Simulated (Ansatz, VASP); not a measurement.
# One calculation of CsBa3, two programs

INCAR

```
  PREC = Accurate
  ENCUT = 520
  EDIFF = 1E-6
  ISMEAR = 0
  SIGMA = 0.1
  LREAL = False
  LASPH = True
  NELM = 100
  ALGO = Normal
  ISIF = 2
  LWAVE = False
  LCHARG = False
  GGA = PS
  NBANDS = 28
```

The input KPOINTS:

```
Automatic mesh
0
Gamma
  2 2 2
```

File POSCAR:

```
CsBa3
1.0
    6.6043710000      0.0000000000      0.0000000000
    0.0000000000      6.6043710000      0.0000000000
    0.0000000000      0.0000000000      6.6043710000
Cs Ba
1 3
Direct
    0.0000000000      0.0000000000      0.0000000000
    0.0000000000      0.5000000000      0.5000000000
    0.5000000000      0.0000000000      0.5000000000
    0.5000000000      0.5000000000      0.0000000000
```

Input for Ansatz:

```yaml
crystal:
  lattice:
    - [6.604371, 0.0, 0.0]
    - [0.0, 6.604371, 0.0]
    - [0.0, 0.0, 6.604371]
  atoms:
    - { symbol: Cs, position: [0.0, 0.0, 0.0] }
    - { symbol: Ba, position: [0.0, 0.5, 0.5] }
    - { symbol: Ba, position: [0.5, 0.0, 0.5] }
    - { symbol: Ba, position: [0.5, 0.5, 0.0] }
basis: {}
kpoints:
  mp_grid: { grid: [2, 2, 2] }
hamiltonian:
  xc: pbesol
scf:
  occupations: { method: gaussian, width: 0.1 }
output:
  forces: true
  stress: true
  eigenvalues: true
accuracy: medium
```

Alike in both runs: task single point; functional PBEsol; k mesh 2 × 2 × 2; occupations gaussian, width 0.1 eV; no spin polarisation.

```csv
,VASP,Ansatz
version,VASP 6.6.1,Ansatz 0.2.0
potentials or method,"VASP PAW PBE potentials, release 64 (Cs_sv, Ba_sv)","scalar-relativistic, plane waves, PAW"
plane-wave cutoff (eV),520,420
valence electrons in the cell,39,39
```

```tsv
	VASP	Ansatz	Ansatz less VASP
gap on the k mesh at the Fermi level (eV)	none	none	-
pressure (GPa)	-0.2	-0.2	-0.01
```

A gap of «none» marks a metal or a gap that the smearing closes. With one functional, cell and mesh, what is left measures potentials, basis and numerics.

Caveats: the k mesh is coarse (spacing up to 0.48 Å⁻¹), so the values aren't converged; the PAW data sets were made with another functional, which shifts forces and pressure a little (VASP). The runs have no spin-orbit coupling, so splittings on Ba, Cs are missing.
